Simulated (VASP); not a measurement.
Data:

```xyz
6
Lattice="4.6031 0.0000 0.0000 0.0000 4.6031 0.0000 0.0000 0.0000 3.0354" Properties=species:S:1:pos:R:3 pbc="T T T"
Mg     4.6031     0.0000     0.0000
Mg     2.3016     2.3016     1.5177
F      1.3950     1.3950     0.0000
F      3.6966     0.9066     1.5177
F      0.9066     3.6966     1.5177
F      3.2082     3.2082     0.0000
```

Method: r2SCAN meta-GGA, VASP's PBE PAW potentials (set 64) (plane waves; VASP). Settings: 520 eV cut-off, 6×6×8 Γ-centred mesh, tetrahedra with Blöchl corrections, potentials Mg F.

The cores are frozen, which limits the accuracy of field gradients.

Task: Give the principal components of the electric field gradient (V/Å²) and the asymmetry η at each nucleus.

Result: 
```
atom   Vxx   Vyy    Vzz     η
----  ----  ----  -----  ----
Mg1   -4.8  -1.5    6.3  0.52
Mg2   -4.8  -1.5    6.3  0.52
F3    29.0  16.2  -45.2  0.28
F4    29.0  16.2  -45.2  0.28
F5    29.0  16.2  -45.2  0.28
F6    29.0  16.2  -45.2  0.28
```

The compound is MgF2 in the rutile structure. It was relaxed first.
